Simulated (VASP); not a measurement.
A convergence study with VASP on Hf (hcp): one setting is varied, all else stays as given below, so the limit is that of these other settings. Each run relaxes cell and ions from the cell shown.

```xyz
2
Lattice="1.5950 -2.7626 0.0000 1.5950 2.7626 0.0000 0.0000 0.0000 5.0500" Properties=species:S:1:pos:R:3 pbc="T T T"
Hf     1.5950     0.9209     1.2625
Hf     1.5950    -0.9209     3.7875
```

The numbers are results of LDA (Ceperley-Alder, Perdew-Zunger), VASP's LDA PAW potentials (set 64) (plane waves; VASP), not measurements. The tightest run used: 550 eV cut-off, 18×18×10 Γ-centred mesh, first-order Methfessel-Paxton smearing of 0.10 eV, potentials Hf_pv.

```csv
setting,relaxed volume (Å³/atom),E (eV/atom),irreducible k-points
2×2×1 mesh,19.935,-11.6759,2
3×3×2 mesh,20.812,-10.7184,6
4×4×2 mesh,20.885,-10.6607,8
5×5×3 mesh,20.780,-10.7048,10
6×6×3 mesh,20.998,-10.6548,14
```

Question: These are the cheaper rows. Estimate the results at 18×18×10 mesh, and how far the last row shown lies from them.

Answer: 
```csv
quantity,tightest run,last row shown is off by
relaxed volume (Å³/atom),20.846,0.152
E (eV/atom),-10.6954,0.0406
```

Left out are rungs that failed or repeat a setting and relaxations that didn't move; long series are thinned to 24 rows.

The compound is Hf in the hcp structure.
